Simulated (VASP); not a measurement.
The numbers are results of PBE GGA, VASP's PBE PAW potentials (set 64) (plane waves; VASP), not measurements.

VASP ran on this input.

File KPOINTS:
```
kpoints
0
G
11 11 6
0 0 0
```

**INCAR**
```
ALGO = Normal
EDIFF = 1E-6
ENCUT = 400
GGA = PE
ISIF = 2
ISMEAR = 1
LASPH = .True.
LCHARG = .False.
LMAXMIX = 6
LREAL = .False.
LWAVE = .False.
NELM = 100
PREC = Accurate
SIGMA = 0.1
SYSTEM = Lu
```

**POSCAR**
```
Lu
1
    1.7850000000    -3.0917110000     0.0000000000
    1.7850000000     3.0917110000     0.0000000000
    0.0000000000     0.0000000000     5.6610000000
Lu
2
Direct
  0.3333330000   0.6666670000   0.2500000000
  0.6666670000   0.3333330000   0.7500000000
```

POTCAR, in this order: Lu_3 (PBE.64 set). Program: vasp_std.

Output of the run:

**OSZICAR**
```
       N       E                     dE             d eps       ncg     rms          rms(c)
DAV:   1     0.381788990291E+02    0.38179E+02   -0.78937E+03  3059   0.131E+03
DAV:   2    -0.666189479335E+01   -0.44841E+02   -0.43684E+02  2835   0.640E+02
DAV:   3    -0.880006196919E+01   -0.21382E+01   -0.20317E+01  2893   0.575E+01
DAV:   4    -0.889241537490E+01   -0.92353E-01   -0.88256E-01  3095   0.112E+01
DAV:   5    -0.889640351508E+01   -0.39881E-02   -0.39770E-02  2823   0.193E+00    0.241E+01
DAV:   6    -0.887317058938E+01    0.23233E-01   -0.41909E-02  2804   0.439E+00    0.143E+01
DAV:   7    -0.887481114622E+01   -0.16406E-02   -0.78326E-02  2689   0.586E+00    0.373E-01
DAV:   8    -0.887468008795E+01    0.13106E-03   -0.56113E-03  2784   0.116E+00    0.986E-02
DAV:   9    -0.887469470543E+01   -0.14617E-04   -0.22972E-04  2883   0.231E-01    0.323E-02
DAV:  10    -0.887468977643E+01    0.49290E-05   -0.24933E-05  2872   0.825E-02    0.374E-02
DAV:  11    -0.887469030673E+01   -0.53030E-06   -0.89223E-07  1682   0.190E-02
   1 F= -.88746903E+01 E0= -.88752045E+01  d E =0.154270E-02
```

**OUTCAR**
```
------------------------ aborting loop because EDIFF is reached ----------------------------------------
  FORCE on cell =-STRESS in cart. coord.  units (eV):
  Direction    XX          YY          ZZ          XY          YZ          ZX
  --------------------------------------------------------------------------------------
  Total       -0.8849842     -0.8849843     -1.2997403      0.0000000      0.0000000      0.0000000
  in kB      -22.6926813    -22.6926858    -33.3278200      0.0000000      0.0000000      0.0000000
  external PRESSURE =     -26.2377290 kB  Pullay stress =       0.0000000 kB
  volume of cell :       62.48
      direct lattice vectors                 reciprocal lattice vectors
     1.785000000 -3.091711000  0.000000000     0.280112045 -0.161722748  0.000000000
     1.785000000  3.091711000  0.000000000     0.280112045  0.161722748  0.000000000
     0.000000000  0.000000000  5.661000000     0.000000000  0.000000000  0.176647235
 POSITION                                       TOTAL-FORCE (eV/Angst)
 -----------------------------------------------------------------------------------
      1.78500      1.03057      1.41525         0.000000     -0.000000      0.000000
      1.78500     -1.03057      4.24575        -0.000000      0.000000      0.000000
 -----------------------------------------------------------------------------------
    total drift:                                0.000000      0.000074     -0.000012
  FREE ENERGIE OF THE ION-ELECTRON SYSTEM (eV)
  ---------------------------------------------------
  free  energy   TOTEN  =        -8.8746903067 eV

  energy  without entropy=       -8.8762330029  energy(sigma->0) =       -8.87520454
```
(Selected blocks of OUTCAR.)

The compound is Lu in the hcp structure. The cell was not relaxed at this level.
